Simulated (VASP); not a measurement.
Consider the following.

```
CELL_PARAMETERS angstrom
      0.00000     2.18920     2.18920
      2.10500     0.00000     2.18920
      2.10500     2.18920     0.00000
ATOMIC_POSITIONS crystal
  Mg 0.00000 0.00000 0.00000
  O  0.50000 0.50000 0.50000
```

Level of theory: PBEsol GGA, VASP's PBE PAW potentials (set 64) (plane waves; VASP 6.6.1). Settings: 600 eV cut-off, 10×10×10 Γ-centred mesh, Gaussian smearing of 0.050 eV, potentials Mg O.

What does the run give for the energy per atom (σ→0), pressure, band gap (on the k-mesh) with the smallest direct gap where there is one?

```
Property                                      Value
-----------------------------------  --------------
band gap (on the k-mesh)                    3.89 eV
smallest direct gap (on the k-mesh)         3.89 eV
energy per atom (σ→0)                -6.227 eV/atom
pressure                                -105.1 kbar
```

Total energies compare only between runs with the same potentials, cut-off and functional.

The compound is MgO in the rock salt structure. This cell was strained or had an atom moved on purpose.
